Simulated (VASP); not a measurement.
Computed with PBE GGA, VASP's PBE PAW potentials (set 64) (plane waves; VASP).

A VASP calculation is set up with these files.

**POSCAR**
```
TePt
1.0
  4.0552670000   0.0000000000   0.0000000000
  0.0000000000   4.0552670000   0.0000000000
  0.0000000000   0.0000000000   7.1405430000
Pt Te
2 2
Cart
  0.0000000000   2.0276335000   0.0000000000
  2.0276335000   0.0000000000   3.5702715000
  0.0000000000   0.0000000000   1.7851357500
  0.0000000000   0.0000000000   5.3554072500
```

KPOINTS:
```
Automatic
0
G
5 5 3
```

INCAR:
```
! general
SYSTEM =TePt
PREC   =Accurate
ENCUT  =400
LREAL  =.FALSE.
LASPH  =.TRUE.
NELECT =31.5

! electronic loop
EDIFF  =1E-6
NELM   =100
ALGO   =Normal
LMAXMIX=6

! smearing
ISMEAR =0
SIGMA  =0.05

! functional
GGA    =PE

! ions
ISIF   =2

! output
LWAVE  =.FALSE.
LCHARG =.FALSE.
```

POTCAR, in this order: Pt Te (PBE.64 set). Program: vasp_std.

What VASP printed:

File OSZICAR:
```
       N       E                     dE             d eps       ncg     rms          rms(c)
DAV:   1     0.131499838242E+03    0.13150E+03   -0.11012E+04   480   0.105E+03
DAV:   2    -0.150714601966E+02   -0.14657E+03   -0.13947E+03   628   0.207E+02
DAV:   3    -0.220363224122E+02   -0.69649E+01   -0.66988E+01   584   0.460E+01
DAV:   4    -0.222131771157E+02   -0.17685E+00   -0.17595E+00   636   0.784E+00
DAV:   5    -0.222165207653E+02   -0.33436E-02   -0.33414E-02   556   0.100E+00    0.102E+01
DAV:   6    -0.217731245366E+02    0.44340E+00   -0.20051E+00   536   0.106E+01    0.548E+00
DAV:   7    -0.216557396694E+02    0.11738E+00   -0.38313E-01   520   0.471E+00    0.299E+00
DAV:   8    -0.216278433862E+02    0.27896E-01   -0.13122E-01   588   0.265E+00    0.785E-01
DAV:   9    -0.216269589250E+02    0.88446E-03   -0.57495E-03   540   0.530E-01    0.652E-01
DAV:  10    -0.216268043283E+02    0.15460E-03   -0.24539E-03   520   0.314E-01    0.824E-02
DAV:  11    -0.216267103264E+02    0.94002E-04   -0.54757E-04   568   0.162E-01    0.285E-02
DAV:  12    -0.216267251954E+02   -0.14869E-04   -0.37446E-05   516   0.387E-02    0.326E-02
DAV:  13    -0.216267312287E+02   -0.60333E-05   -0.76218E-06   548   0.202E-02    0.750E-03
DAV:  14    -0.216267306435E+02    0.58514E-06   -0.33038E-06   484   0.143E-02
   1 F= -.21626731E+02 E0= -.21624090E+02  d E =-.528071E-02
```

OUTCAR:
```
------------------------ aborting loop because EDIFF is reached ----------------------------------------
  FORCE on cell =-STRESS in cart. coord.  units (eV):
  Direction    XX          YY          ZZ          XY          YZ          ZX
  --------------------------------------------------------------------------------------
  Total       -9.3237498     -9.3237498    -12.8317301      0.0000000      0.0000000      0.0000000
  in kB     -127.2128683   -127.2128683   -175.0756115      0.0000000      0.0000000      0.0000000
  external PRESSURE =    -143.1671161 kB  Pullay stress =       0.0000000 kB
  volume of cell :      117.43
      direct lattice vectors                 reciprocal lattice vectors
     4.055267000  0.000000000  0.000000000     0.246592888  0.000000000  0.000000000
     0.000000000  4.055267000  0.000000000     0.000000000  0.246592888  0.000000000
     0.000000000  0.000000000  7.140543000     0.000000000  0.000000000  0.140045372
 POSITION                                       TOTAL-FORCE (eV/Angst)
 -----------------------------------------------------------------------------------
      0.00000      2.02763      0.00000        -0.000000      0.000000      0.000000
      2.02763      0.00000      3.57027        -0.000000      0.000000      0.000000
      0.00000      0.00000      1.78514        -0.000000     -0.000000     -0.000000
      0.00000      0.00000      5.35541         0.000000      0.000000      0.000000
 -----------------------------------------------------------------------------------
    total drift:                                0.000000      0.000000      0.000000
  FREE ENERGIE OF THE ION-ELECTRON SYSTEM (eV)
  ---------------------------------------------------
  free  energy   TOTEN  =       -21.6267306435 eV

  energy  without entropy=      -21.6214499383  energy(sigma->0) =      -21.62409029
```
(Selected blocks of OUTCAR.)

The cell is charged, with a uniform compensating background.

The structure was generated: TePt was put into the PtS type (P4_2/mmc), which need not be its known phase. The cell was not relaxed at this level. The k-mesh is coarse (spacing up to 0.31 per Å, 2π included), so the numbers may not be converged in it. The run is one of a series of settings (NELECT = 31.5 against the base run), some of them coarse on purpose.
